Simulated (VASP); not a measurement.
The input files of a VASP run:

**INCAR**
```
# general
SYSTEM  = Te
PREC    = Accurate
ENCUT   = 520   # plane-wave cut-off (eV)
LREAL   = .False.
LASPH   = .True.

# electronic loop
EDIFF   = 1E-7
NELM    = 100
ALGO    = Normal
LMAXMIX = 4   # l cut-off of mixed one-centre charges

# smearing
ISMEAR  = -5   # tetrahedra, Bloechl

# functional
GGA     = PE
IVDW    = 11   # D3, zero damping

# ions
ISIF    = 2   # forces and stress, cell fixed

# output
LWAVE   = .False.
LCHARG  = .True.
LORBIT  = 11
NEDOS   = 601

# other
LEFG    = .True.
```

File POSCAR:
```
Te
1
    2.2119285263    -3.8311722970     0.0000000000
    2.2119285263     3.8311722970    -0.0000000000
    0.0000000000     0.0000000000     5.9509651639
Te
3
Direct
  0.0000000000   0.2744198103   0.6666670000
  0.7255801897   0.7255801897   0.0000000000
  0.2744198103   0.0000000000   0.3333330000
```

File KPOINTS:
```
Automatic mesh
0
Gamma
7 7 4
0 0 0
```

POTCAR, in this order: Te (PBE.64 set). Program: vasp_std.

### Question
Translate this PBE-D3 (zero damping) calculation to Quantum ESPRESSO's pw.x.

### Answer
One equivalent input (not run):
```
&CONTROL
  calculation = 'scf'
  pseudo_dir = './pseudo'
  outdir = './out'
  tprnfor = .true.
  tstress = .true.
/
&SYSTEM
  ibrav = 0
  nat = 3
  ntyp = 1
  ecutwfc = 82.3
  occupations = 'tetrahedra'
  input_dft = 'pbe'
  vdw_corr = 'grimme-d3'
  dftd3_version = 3
  dftd3_threebody = .false.
/
&ELECTRONS
  conv_thr = 7.3e-09
  electron_maxstep = 100
/
ATOMIC_SPECIES
  Te 127.600 Te.upf
CELL_PARAMETERS angstrom
     2.2119285   -3.8311723    0.0000000
     2.2119285    3.8311723   -0.0000000
     0.0000000    0.0000000    5.9509652
ATOMIC_POSITIONS crystal
  Te   0.0000000  0.2744198  0.6666670
  Te   0.7255802  0.7255802  0.0000000
  Te   0.2744198  0.0000000  0.3333330
K_POINTS automatic
  7 7 4 0 0 0
```
Limits of the translation: the potentials are each code's own (VASP's PAW set, PseudoDojo norm-conserving files in pw.x), so ENCUT and ecutwfc are chosen apart and not converted; conv_thr bounds pw.x's estimated SCF error, while EDIFF bounds the energy change between steps; the field gradients of LEFG aren't asked of the other code.

The compound is Te in the trig structure. It was relaxed first.
